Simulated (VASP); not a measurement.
Input for VASP

### KPOINTS
```
Automatic mesh
0
Gamma
11 11 10
0 0 0
```

**POSCAR**
```
WC
1
    1.4841000000    -2.5705370000     0.0000000000
    1.4841000000     2.5705370000     0.0000000000
    0.0000000000     0.0000000000     2.8968000000
W C
1 1
Direct
  0.0000000000   0.0000000000   0.0000000000
  0.3333330000   0.6666670000   0.5000000000
```

### INCAR
```
SYSTEM = WC
PREC = Accurate
ENCUT = 520
EDIFF = 1E-6
NELM = 100
ALGO = Normal
LREAL = .FALSE.
LASPH = .TRUE.
ISMEAR = 1
SIGMA = 0.1
GGA = PE
LMAXMIX = 6
LWAVE = .FALSE.
LCHARG = .FALSE.
ISIF = 2
NBANDS = 8
```

POTCAR, in this order: W_sv C (PBE.64 set). Program: vasp_std.

The resulting files:

File standard output:
```
 POSCAR found type information on POSCAR W C
 POSCAR found :  2 types and       2 ions
 Reading from existing POTCAR
 Reading from existing POTCAR
 LDA part: xc-table for (Slater+PW92), standard interpolation

 -----------------------------------------------------------------------------
|                                                                             |
|     EEEEEEE  RRRRRR   RRRRRR   OOOOOOO  RRRRRR      ###     ###     ###     |
|     E        R     R  R     R  O     O  R     R     ###     ###     ###     |
|     E        R     R  R     R  O     O  R     R     ###     ###     ###     |
|     EEEEE    RRRRRR   RRRRRR   O     O  RRRRRR       #       #       #      |
|     E        R   R    R   R    O     O  R   R                               |
|     E        R    R   R    R   O     O  R    R      ###     ###     ###     |
|     EEEEEEE  R     R  R     R  OOOOOOO  R     R     ###     ###     ###     |
|                                                                             |
|     The number of bands is not sufficient to hold all electrons. I am       |
|     sorry, but this calculation does not make sense. If you want to         |
|     calculate only selected states, you need to set either EFERMI or        |
|     EREF. EREF specifies around which energy states are supposed to be      |
|     calculated.                                                             |
|     I found NBANDS = 8, NELECT = 18.                                        |
|                                                                             |
|       ---->  I REFUSE TO CONTINUE WITH THIS SICK JOB ... BYE!!! <----       |
|                                                                             |
 -----------------------------------------------------------------------------
```

Task: Read the log: what went wrong, and how is it fixed?

Result: The cause: NBANDS is too small to hold all electrons. VASP stops with an error: The number of bands is not sufficient to hold all electrons. I am sorry, but this calculation does not make sense. If you want to calculate only selected states, you need to set either EFERMI or EREF. EREF specifies around which energy states are supposed to be calculated. I found NBANDS = 8, NELECT = 18. ----> I REFUSE TO CONTINUE WITH THIS SICK JOB ... BYE!!! <---- To mend it, remove NBANDS.

The mended run (PBE GGA, plane waves, VASP's PBE PAW potentials (set 64)) converges, and its OSZICAR ends with
```
   1 F= -.22399095E+02 E0= -.22399188E+02  d E =0.279002E-03
```

The compound is WC in the wc structure. The cell was not relaxed at this level.
